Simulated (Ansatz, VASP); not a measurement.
# PtSe2: VASP beside Ansatz

Wanted: the spread between two codes on one cell, functional and k mesh. The cell is taken from a series of runs on this material, whose earlier steps may have relaxed, scaled, displaced or heated it; both programs get it as it stands.

Main program and level: Ansatz 0.2.0; plane waves, with VASP 6.6.1 beside it; zone-centre phonons at PBE with D3(BJ).

## 1. Set-up

The cell holds 6 atoms: 2 Pt and 4 Se. Cell: a = 3.735 Å, b = 3.735 Å, c = 39.160 Å, α = 90.0°, β = 90.0°, γ = 120.0°. Vacuum lies along c.

Structure file:

```cif
data_structure
_symmetry_space_group_name_H-M 'P 1'
_symmetry_Int_Tables_number 1
_cell_length_a 3.7354
_cell_length_b 3.7354
_cell_length_c 39.1600
_cell_angle_alpha 90.000
_cell_angle_beta 90.000
_cell_angle_gamma 120.000
_cell_volume 473.19
loop_
_atom_site_label
_atom_site_type_symbol
_atom_site_fract_x
_atom_site_fract_y
_atom_site_fract_z
_atom_site_occupancy
Pt1 Pt 0.00000 0.00000 0.23913 1
Pt2 Pt 0.00000 0.00000 0.36557 1
Se3 Se 0.33333 0.66667 0.27204 1
Se4 Se 0.66667 0.33333 0.20542 1
Se5 Se 0.33333 0.66667 0.39928 1
Se6 Se 0.66667 0.33333 0.33266 1
```

## 2. Ansatz: zone-centre phonons, PBE with D3(BJ)

Ansatz runs on its PAW soft_1 files.

Second derivatives magnify differences that forces hide, and they need a tight electronic threshold.

Input file input.yaml:

```yaml
crystal:
  lattice:
    - [3.7353553207, 0.0, 0.0]
    - [-1.8676776604, 3.2349125998, 0.0]
    - [0.0, 0.0, 39.15998464]
  atoms:
    - { symbol: Pt, position: [0.0, 0.0, 0.2391319527] }
    - { symbol: Se, position: [0.3333333333, 0.6666666667, 0.2720378834] }
    - { symbol: Se, position: [0.6666666667, 0.3333333333, 0.2054200564] }
    - { symbol: Pt, position: [0.0, 0.0, 0.3655669566] }
    - { symbol: Se, position: [0.3333333333, 0.6666666667, 0.3992788529] }
    - { symbol: Se, position: [0.6666666667, 0.3333333333, 0.3326610259] }
  periodic: [true, true, false]
kpoints:
  mp_grid: { grid: [9, 9, 1] }
hamiltonian:
  xc: pbe
  dispersion: d3bj
  pseudopotentials: { kind: paw, azcp: { folder: soft_1 } }
scf:
  occupations: { method: fixed }
output:
  eigenvalues: true
phonons:
  method: dfpt
```

Run with:

```console
$ ansatz run input.yaml --threads 8 --pin off --max-ram 20480MiB --backend cpu --events-out ev --progress --plain --runs-dir out
```

Numbers of over 12 decimals in the logs are rounded to 6 here.

The program printed:

```text
Warning: crystal.symmetry: narrowed to the stabiliser of the run's FFT grids — unitary ops 12 → 6. A phonons.method: dfpt run fills in the rows of the dynamical matrix that it does not solve by its symmetry operations, which is exact only for operations that map its FFT grids onto themselves: filled in by any other, the frequencies could depend on the order in which like atoms are typed, or, by more than the grids' own error, on where the crystal sits among the grids' points. Excluded: 6 operations. The run can therefore solve more perturbations, solve them on more k-points, or both, and cost more. [rest of the remark cut]
Engine: ansatz 0.2.0, aarch64-unknown-linux-gnu
Pseudopotentials: kind: paw
Pseudopotential: Pt, paw, valence charge 18, recommended cutoff 420 eV (normal), soft_1/Pt.paw.azcp
Pseudopotential: Se, paw, valence charge 16, recommended cutoff 420 eV (normal), soft_1/Se.paw.azcp
Functional definition: PBE
  parameter kappa = 0.804
  parameter beta = 0.066725
  exchange = pbe_x(kappa = kappa, mu = beta*pi^2/3)
  correlation = pbe_c(beta = beta)
Crystal: 6 atoms, lattice volume = 473.192 Å³
Basis set: ecut = 420 eV, 9299 PW (Γ), exchange–correlation on 50×50×540 points (8 copies of the dense FFT grid, shifted against one another)
Bands: 60, of which v1, the nominal top of the filled ones, is band 50 counted from 1 (49 counted from 0)
Symmetry: 12 space group operations
k-points: 25 of 81 (irreducible under 2 space group operations, time reversal used)
Non-local potential: Pt, projectors of the file, l = 0: 3, l = 1: 2, l = 2: 2, l = 3: 1
Non-local potential: Se, projectors of the file, l = 0: 2, l = 1: 2, l = 2: 3, l = 3: 1
PAW form: soft (Blöchl's): semilocal exchange-correlation on the pseudo side does not see the compensation charge
PAW one-centre angular grid: Pt, 590 points (default); XC on 64 Gauss nodes
PAW one-centre angular grid: Se, 590 points (default); XC on 64 Gauss nodes
Initial density: superposition of atomic densities (neutral atoms: chi_scale 0, normalization atom)
Initial wavefunctions: pseudopotential atomic-orbital guess
Functional: x = pbe(κ = 0.804, μ = 0.219515), c = pbe(β = 0.066725)
SCF iter   1: F=—  HF=-46931.891581 eV  |F-HF|=—  |Δ(HF+E_count)|=         —  Δρ=4.06e-2  dr2=8.63e0  ethr=3.10e-3  ⟨swp⟩=6.5  Hψ=5670  notcnv=0  defer=188
preconditioner: auto → Resta (q_TF=auto, 2.106 Å⁻¹)  ε∞=2.4  [insulator: Δε(μ)=0.861 eV  Ē_g=9.589 eV  n_scr=92 (ndim 8)  ℏωp=11.3 eV  f_vac=0.719  ε∞_Penn≈2.4  vacuum switching on, ρ_ref=6.7e-3 e/Å³]
SCF iter   2: F=—  HF=-46931.207556 eV  |F-HF|=—  |Δ(HF+E_count)|=   6.84e-1  Δρ=2.23e-2  dr2=4.67e0  ethr=3.10e-3  ⟨swp⟩=4.0  Hψ=3658  notcnv=0  defer=191
SCF iter   3: F=—  HF=-46930.382618 eV  |F-HF|=—  |Δ(HF+E_count)|=   8.25e-1  Δρ=9.47e-3  dr2=2.45e-1  ethr=3.10e-3  ⟨swp⟩=3.0  Hψ=2699  notcnv=0  defer=170
SCF iter   4: F=—  HF=-46930.400261 eV  |F-HF|=—  |Δ(HF+E_count)|=   1.76e-2  Δρ=5.04e-3  dr2=6.80e-1  ethr=2.45e-4  ⟨swp⟩=4.2  Hψ=2555  notcnv=0  defer=199
SCF iter   5: F=—  HF=-46930.346528 eV  |F-HF|=—  |Δ(HF+E_count)|=   5.37e-2  Δρ=5.46e-4  dr2=1.10e-3  ethr=2.45e-4  ⟨swp⟩=3.4  Hψ=2196  notcnv=0  defer=200
SCF iter   6: F=—  HF=-46930.345742 eV  |F-HF|=—  |Δ(HF+E_count)|=   7.86e-4  Δρ=2.13e-4  dr2=2.89e-4  ethr=1.10e-6  ⟨swp⟩=4.7  Hψ=4191  notcnv=0  defer=200
SCF iter   7: F=—  HF=-46930.345873 eV  |F-HF|=—  |Δ(HF+E_count)|=   1.31e-4  Δρ=6.04e-5  dr2=2.89e-5  ethr=2.89e-7  ⟨swp⟩=2.9  Hψ=2203  notcnv=0  defer=200
SCF iter   8: F=—  HF=-46930.345889 eV  |F-HF|=—  |Δ(HF+E_count)|=   1.64e-5  Δρ=1.60e-5  dr2=4.62e-6  ethr=2.89e-8  ⟨swp⟩=3.2  Hψ=2722  notcnv=0  defer=199
SCF iter   9: F=—  HF=-46930.345949 eV  |F-HF|=—  |Δ(HF+E_count)|=   5.93e-5  Δρ=5.55e-6  dr2=1.36e-7  ethr=4.62e-9  ⟨swp⟩=2.8  Hψ=2490  notcnv=0  defer=196
SCF iter  10: F=—  HF=-46930.345949 eV  |F-HF|=—  |Δ(HF+E_count)|=   1.65e-7  Δρ=1.07e-6  dr2=3.20e-8  ethr=1.36e-10  ⟨swp⟩=3.3  Hψ=3046  notcnv=0  defer=196
SCF iter  11: F=—  HF=-46930.345949 eV  |F-HF|=—  |Δ(HF+E_count)|=   1.44e-8  Δρ=2.84e-7  dr2=1.44e-9  ethr=3.20e-11  ⟨swp⟩=3.1  Hψ=2488  notcnv=0  defer=195
SCF iter  12: F=-46930.345949 eV  HF=-46930.345949 eV  |F-HF|=1.16e-10  |Δ(HF+E_count)|=   1.64e-9  Δρ=9.03e-8  dr2=5.85e-11  ethr=1.00e-12  ⟨swp⟩=29.0  Hψ=16351  notcnv=0
SCF 1 converged in 12 iterations: F = -46930.345949 eV  dr2 = 5.85e-11
  greatest PAW one-centre occupation: 1.000 electrons in one spin orbital (limit 2), on the Pt atom at site 3 (counted from 0), in its partial waves of l = 0
DFPT response loops at Γ: preconditioner auto → none (the input reference at scf.mixing.eps_inf says where Resta's filter doesn't serve); β = 0.50; Broyden in place of MSR1
SCF converged after 12 iterations
Free energy (F): -46930.345949 eV
Harris-Foulkes:  -46930.345949 eV  (|F-HF|=1.16e-10)
Internal energy: -46930.345949 eV  (E = F + TS)
E sigma→0 (E₀):  -46930.345949 eV
Fermi energy:    -4.809326 eV
--- Per-component energies (eV) ---
  E_band       = -3704.159969
  E_kinetic    = 1634.114554
  E_local      = -511761.356241  (includes V_loc(G=0)·N_el)
  E_nonlocal   = -1008.633385
  E_hartree    = 254863.162401
  E_xc         = -805.088437
  E_vxc        = -904.384373  (∫ρ·V_xc dr)
  E_paw        = -27489.044994  (= ΣΔE_a)
  E_vpaw       = -1390.227157  (= ΣTr[D̂ρ^β])
  E_aug_tail   = 0.000763  (compensation charges beyond the density's cutoff)
  E_ewald      = 237638.804724
  E_disp       = -2.305333  (pairwise vdW)
  E_smearing   = -0.000000  (= −TS)
  E_closure    = -0.000000  (closes the sum)
  Σ components = -46930.345949   (vs F -46930.345949, Δ=0.00e0)
--- Band table (eV; the first three rows and the last of 25) ---
  k-point 0: bands = [... 46 lower, -6.0209, -5.7098, -5.7098, -5.0690, -3.1154, -3.1154, -2.5956, -2.5956, ... 6 higher]
  k-point 1: bands = [... 46 lower, -6.0298, -5.8549, -5.7021, -4.8093, -3.6626, -3.3657, -3.3218, -2.7300, ... 6 higher]
  k-point 2: bands = [... 46 lower, -6.2669, -5.9710, -5.8932, -5.4945, -4.4509, -3.5616, -3.4959, -2.8899, ... 6 higher]
  k-point 24: bands = [... 46 lower, -7.0608, -6.9317, -6.3616, -5.7824, -4.3585, -3.9148, -3.4771, -3.1681, ... 6 higher]
  ° read free of the cell's end (the report's vacuum.weakly_bound_levels)
--- Phonons (Γ-DFPT): 12 representative perturbations + reference, on 25 of 81 k-points (Σ response iterations 54) ---
  ASR residual: 2.602e-4 → 0.000e0 eV/Å²; symmetrization residual: 4.549e-5 eV/Å²
  The last average, over the group as it would stand without the narrowing to the FFT grids, took up to 1.019e-5 eV/Å² of the zone centre's force constants
  pairwise dispersion correction: d3bj (s6 = 1.0, s8 = 0.7875, a1 = 0.4289, a2_bohr = 4.4407), with the weights of each atom's references fixed at the reference crystal's, and the forces and stress that the weights' published response gives there kept as a pressure on the atom's counted neighbours (hamiltonian.dispersion)
  ASR residual per site (eV/Å²): 2.60e-4 2.54e-5 8.26e-5 2.55e-4 8.32e-5 1.04e-6
  Γ frequencies (cm⁻¹): 0.00 0.00 0.00 30.00 30.00 32.31 169.26 169.26 171.26 171.26 198.23 200.75 216.17 216.17 224.24 227.47 228.10 228.10
  non-analytic LO–TO correction: not included (Born effective charges unavailable; polar crystals: no LO–TO splitting at Γ)
```

Reading the cycles: dr2 is the Hartree energy of the density residual (eV), the measure of convergence; HF is the Harris–Foulkes estimate of the energy, which meets the free energy F at convergence.

(Continued in part 2 of 3.)

[Lines on the potential files, build, host, timing and source positions are cut from VASP's logs without a mark.]

[Logs are printed without paths, hosts, clocks, repeated set-up lines and the standing remarks that a program may print on its own settings, such as how far it seeks lower states.]

[Hosts, paths, dates, database ids (printed as entryN), source tags and the programs' standing remarks are cut or masked in the printed files.]
